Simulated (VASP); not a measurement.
Energy against volume of BN (zinc blende). Calculation: rev-vdW-DF2, VASP's PBE PAW potentials (set 64) (plane waves; VASP 6.6.1).

```
V (Å³/atom)  E (eV/atom)
-----------  -----------
5.566           -7.95386
5.744           -7.97528
5.922           -7.98218
6.099           -7.97645
6.277           -7.95974
```

Q: Fit a third-order Birch-Murnaghan equation of state.

A: 
The volume per atom is 5.93 Å^3/atom, the bulk modulus is 378 GPa and the pressure derivative of the bulk modulus is 3.66. The lattice constant a is 0.3619 nm.

Measured: bulk modulus 410 GPa at 0 K (computed value off by -7.9 %), as given by Daniel Mejia-Rodriguez et al., Physical Review B (2018), arXiv:1807.09216 [0 K value with the zero-point phonon effect removed]; a 3.593 Å at 0 K (computed value off by +0.7 %), as given by Tamar Goldzak et al., The Journal of Chemical Physics (2022), arXiv:2208.04865 [corrected for zero-point motion].

The compound is BN in the zinc blende structure. It was relaxed first.
